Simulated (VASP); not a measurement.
Input:

```xyz
1
Lattice="-1.5417 1.5417 1.5417 1.5417 -1.5417 1.5417 1.5417 1.5417 -1.5417" Properties=species:S:1:pos:R:3 pbc="T T T"
Mo     0.0000     0.0000     0.0000
```

These are LDA (Ceperley-Alder, Perdew-Zunger), VASP's LDA PAW potentials (set 64) (plane waves; VASP 6.6.1) values and carry that method's errors. Numerical set-up: 500 eV cut-off, 17×17×17 Γ-centred mesh, first-order Methfessel-Paxton smearing of 0.10 eV, potentials Mo_sv.

Energy and stress use the plane-wave basis of the starting cell.

Task: The ions, cell shape and volume at an external pressure of 20.0 GPa are relaxed. Which structure does the run end with?

Result: 
```xyz
1
Lattice="-1.5273 1.5273 1.5273 1.5273 -1.5273 1.5273 1.5273 1.5273 -1.5273" Properties=species:S:1:pos:R:3 pbc="T T T"
Mo     0.0000     0.0000     3.0547
```
Space group Im-3m (229), at a tolerance of 0.03 Å.

Task: How do energy and volume change from the first to the last step?

Result: The energy (σ→0) changes by +37.7 meV/atom and the volume by -2.8 %, in 4 ionic steps.

The compound is Mo in the bcc structure. This run relaxes it under an external pressure of 20 GPa. Symmetry was kept, so distortions that lower it aren't found.
